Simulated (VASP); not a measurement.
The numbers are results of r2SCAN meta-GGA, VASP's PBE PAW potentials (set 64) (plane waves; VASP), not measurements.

A VASP calculation is set up with these files.

**INCAR**
```
SYSTEM  =  Be(100) slab
PREC  =  Normal; ENCUT  =  400; LREAL  =  .False.
LASPH  =  .True.
EDIFF  =  1E-5; NELM  =  100; NELMIN  =  4
ALGO  =  Normal; LMIXTAU  =  .True.
ISMEAR  =  1; SIGMA  =  0.1
METAGGA  =  R2SCAN
IBRION  =  2; NSW  =  50; ISIF  =  2
EDIFFG  =  -0.03
LWAVE  =  .True.; LCHARG  =  .False.
DIPOL  =  0.5 0.5 0.5
LDIPOL  =  .True.; IDIPOL  =  3
```

POSCAR:
```
Be(100) slab
1
    2.2659438307     0.0000000000     0.0000000000
    0.0000000000     3.5614860735     0.0000000000
    0.0000000000     0.0000000000    24.6542515687
Be
10
Direct
  0.5000000000   0.5000000000   0.3540750000
  0.0000000000   0.0000000000   0.3275430000
  0.0000000000   0.5000000000   0.4336710000
  0.5000000000   0.0000000000   0.4071390000
  0.5000000000   0.5000000000   0.5132660000
  0.0000000000   0.0000000000   0.4867340000
  0.0000000000   0.5000000000   0.5928610000
  0.5000000000   0.0000000000   0.5663290000
  0.5000000000   0.5000000000   0.6724570000
  0.0000000000   0.0000000000   0.6459250000
```

### KPOINTS
```
kpoints
0
G
  12 8 1
0 0 0
```

POTCAR, in this order: Be (PBE.64 set). Program: vasp_std.

What does the run give for the energy per atom (σ→0), band gap (on the k-mesh)?

```yaml
energy per atom (σ→0): -4.149 eV/atom
band gap (on the k-mesh): none (metal, semimetal or under 0.01 eV)
```

### OSZICAR
```
...
DAV:   1    -0.414863357025E+02   -0.19556E-02   -0.12798E-01  1120   0.193E+00    0.102E-01
DAV:   2    -0.414854066512E+02    0.92905E-03   -0.43965E-03  1456   0.433E-01    0.407E-02
DAV:   3    -0.414855284921E+02   -0.12184E-03   -0.74893E-04  1224   0.160E-01    0.176E-02
DAV:   4    -0.414855952566E+02   -0.66765E-04   -0.15063E-04  1168   0.726E-02    0.665E-03
DAV:   5    -0.414856782576E+02   -0.83001E-04   -0.32688E-05  1056   0.404E-02    0.334E-03
DAV:   6    -0.414856622632E+02    0.15994E-04   -0.66664E-06  1024   0.190E-02    0.117E-03
DAV:   7    -0.414856702252E+02   -0.79620E-05   -0.29267E-06   832   0.132E-02
   9 F= -.41485670E+02 E0= -.41485693E+02  d E =-.128616E-02
```

The cell is a thin slab with vacuum, built from Be (hcp): (100) face.
